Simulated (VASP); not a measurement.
Method: PBE GGA, VASP's PBE PAW potentials (set 64) (plane waves; VASP).

A VASP calculation is set up with these files.

### KPOINTS
```
Automatic mesh
0
Gamma
17 17 17
0 0 0
```

File POSCAR:
```
Fe
1
   -1.4350000000     1.4350000000     1.4350000000
    1.4350000000    -1.4350000000     1.4350000000
    1.4350000000     1.4350000000    -1.4350000000
Fe
1
Direct
  0.0000000000   0.0000000000   0.0000000000
```

INCAR:
```
! general
SYSTEM   =  Fe
PREC     =  Accurate
ENCUT    =  400
LREAL    =  F
LASPH    =  T

! electronic loop
EDIFF    =  1E-6
NELM     =  100
ALGO     =  Normal
LMAXMIX  =  4

! smearing
ISMEAR   =  1
SIGMA    =  0.1

! functional
GGA      =  PE

! spin
ISPIN    =  2
MAGMOM   =  2.5

! ions
ISIF     =  2

! output
LWAVE    =  F
LCHARG   =  F
LORBIT   =  10
```

POTCAR, in this order: Fe (PBE.64 set). Program: vasp_std.

Task: What will the output report for the number of irreducible k-points (NKPTS), number of bands (NBANDS), largest plane-wave count, number of space-group operations, FFT grid (NGX, NGY, NGZ)?

Result: 
| Quantity | Result |
|---|---|
| number of irreducible k-points (NKPTS) | 165 |
| number of bands (NBANDS) | 9 |
| largest plane-wave count | 236 |
| number of space-group operations | 48 |
| FFT grid (NGX, NGY, NGZ) | 16 × 16 × 16 |

The compound is Fe in the bcc structure. The cell was not relaxed at this level. The run is one of a series of settings (KPOINTS 17×17×17 Γ-centred mesh against the base run), some of them coarse on purpose.
